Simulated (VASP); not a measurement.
Consider the following.

```yaml
crystal:
  lattice:
    - [0.00000, 4.12107, 4.25812]
    - [2.39001, 0.00000, 4.25812]
    - [2.39001, 4.12107, 0.00000]
  atoms:
    - { symbol: Ti, position: [0.50000, 0.50000, 0.50000] }
    - { symbol: Ti, position: [0.75000, 0.75000, 0.75000] }
    - { symbol: Si, position: [0.83722, 0.16278, 0.83722] }
    - { symbol: Si, position: [0.16278, 0.83722, 0.16278] }
    - { symbol: Si, position: [0.41278, 0.08722, 0.41278] }
    - { symbol: Si, position: [0.08722, 0.41278, 0.08722] }
```

All values below come from r2SCAN meta-GGA, VASP's PBE PAW potentials (set 64) (plane waves; VASP 6.6.1). Settings: 400 eV cut-off, 9×9×9 Γ-centred mesh, tetrahedra with Blöchl corrections, potentials Ti_sv Si.

The cores are frozen, which limits the accuracy of field gradients.

Problem. Give the principal components of the electric field gradient (V/Å²) and the asymmetry η at each nucleus.

Solution. 
```tsv
atom	Vxx	Vyy	Vzz	η
Ti1	-9.2	-5.5	14.6	0.26
Ti2	-9.2	-5.5	14.6	0.26
Si3	19.6	15.2	-34.8	0.12
Si4	19.6	15.2	-34.8	0.12
Si5	19.6	15.2	-34.8	0.12
Si6	19.6	15.2	-34.8	0.12
```

The structure comes from a computed database's TiSi2 entry (Fddd); how it stands against other phases isn't given here. It was relaxed first.
